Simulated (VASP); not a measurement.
```
Mg
1.0
    1.53979    -2.66699     0.00000
    1.53979     2.66699     0.00000
    0.00000     0.00000     4.98958
Mg
2
Cartesian
  1.53979   0.88900   1.24739
  1.53979  -0.88900   3.74218
```

Method: PBE GGA, VASP's PBE PAW potentials (set 64) (plane waves; VASP 6.6.1). Numerical set-up: 500 eV cut-off, 14×14×7 Γ-centred mesh, first-order Methfessel-Paxton smearing of 0.10 eV, potentials Mg.

Energy and stress use the plane-wave basis of the starting cell.

**Question.** The ions, cell shape and volume at an external pressure of 10.0 GPa are relaxed. Which structure does the run end with?

**Answer.** 
```
Mg
1.0
    1.50010    -2.59825     0.00000
    1.50010     2.59825     0.00000
    0.00000     0.00000     4.86173
Mg
2
Direct
  0.33333   0.66667   0.25000
  0.66667   0.33333   0.75000
```
Space group P6_3/mmc (194), at a tolerance of 0.03 Å.

**Question.** How do energy and volume change from the first to the last step?

**Answer.** The energy (σ→0) changes by +70.8 meV/atom and the volume by -7.5 %, in 3 ionic steps.

The compound is Mg in the hcp structure. This run relaxes it under an external pressure of 10 GPa. Symmetry was kept, so distortions that lower it aren't found.
